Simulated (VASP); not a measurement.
ScSi (relaxed from the zinc blende structure, space group F-43m): computed properties

These are r2SCAN meta-GGA, VASP's PBE PAW potentials (set 64) (plane waves; VASP 6.6.1) values and carry that method's errors.

For ScSi, the space group is F-43m (216). The cell is a = 6.1690 Å, b = 6.1690 Å, c = 6.1690 Å, α = 90.00°, β = 90.00°, γ = 90.00° and the volume per atom is 29.35 Å³/atom. The band gap (over mesh and band path) is none (metal, semimetal or under 0.01 eV) and the density is 2.07 g/cm³.

```yaml
crystal:
  lattice:
    - [0.00000, 3.08450, 3.08450]
    - [3.08450, 0.00000, 3.08450]
    - [3.08450, 3.08450, 0.00000]
  atoms:
    - { symbol: Sc, position: [0.00000, 0.00000, 0.00000] }
    - { symbol: Si, position: [0.25000, 0.25000, 0.25000] }
```

The structure was generated: ScSi was put into the zinc blende type (F-43m), which need not be its known phase. It was relaxed first, which changed the volume by -14 %. Symmetry was kept, so distortions that lower it aren't found. The electron count is odd and the run is not spin-polarised, which forces a metal.
